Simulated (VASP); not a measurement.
Input:

```
CELL_PARAMETERS angstrom
      1.66173    -2.87820     0.00000
      1.66173     2.87820     0.00000
      0.00000     0.00000    13.15236
ATOMIC_POSITIONS crystal
  W  0.33333 0.66667 0.25000
  W  0.66667 0.33333 0.75000
  Se 0.33333 0.66667 0.87935
  Se 0.66667 0.33333 0.37935
  Se 0.66667 0.33333 0.12065
  Se 0.33333 0.66667 0.62065
```

The numbers are results of PBE GGA with D3 dispersion (zero damping), VASP's PBE PAW potentials (set 64) (plane waves; VASP 6.6.1), not measurements. Run with 520 eV cut-off, 8×8×2 Γ-centred mesh, Gaussian smearing of 0.050 eV, potentials W_sv Se.

Problem. The ions and cell shape at fixed volume are relaxed. What does this cell relax into?

Solution. 
```
CELL_PARAMETERS angstrom
      1.65139    -2.86029     0.00000
      1.65139     2.86029     0.00000
      0.00000     0.00000    13.31759
ATOMIC_POSITIONS crystal
  W  0.33333 0.66667 0.25000
  W  0.66667 0.33333 0.75000
  Se 0.33333 0.66667 0.87640
  Se 0.66667 0.33333 0.37640
  Se 0.66667 0.33333 0.12360
  Se 0.33333 0.66667 0.62360
```
Space group P6_3/mmc (194), at a tolerance of 0.03 Å.

Problem. How much energy does the relaxation gain?

Solution. The energy (σ→0) changes by -5.5 meV/atom, in 7 ionic steps.

```json
[
 {"step": "1", "E(σ→0) (eV)": "-45.0770", "max force (eV/Å)": "0.463", "pressure (GPa)": "-3.82", "volume (Å³)": "125.81"},
 {"step": "2", "E(σ→0) (eV)": "-45.0981", "max force (eV/Å)": "0.033", "pressure (GPa)": "-1.99", "volume (Å³)": "125.81"},
 {"step": "3", "E(σ→0) (eV)": "-45.0981", "max force (eV/Å)": "0.047", "pressure (GPa)": "-2.05", "volume (Å³)": "125.81"},
 {"step": "4", "E(σ→0) (eV)": "-45.1063", "max force (eV/Å)": "0.022", "pressure (GPa)": "-1.58", "volume (Å³)": "125.81"},
 {"step": "5", "E(σ→0) (eV)": "-45.1101", "max force (eV/Å)": "0.010", "pressure (GPa)": "-0.95", "volume (Å³)": "125.81"},
 {"step": "6", "E(σ→0) (eV)": "-45.1101", "max force (eV/Å)": "0.011", "pressure (GPa)": "-0.92", "volume (Å³)": "125.81"},
 {"step": "7", "E(σ→0) (eV)": "-45.1101", "max force (eV/Å)": "0.004", "pressure (GPa)": "-0.99", "volume (Å³)": "125.81"}
]
```

The compound is WSe2 in the 2H layered structure. This cell is one point of a volume scan, at 1.03 of the reference volume. Symmetry was kept, so distortions that lower it aren't found.
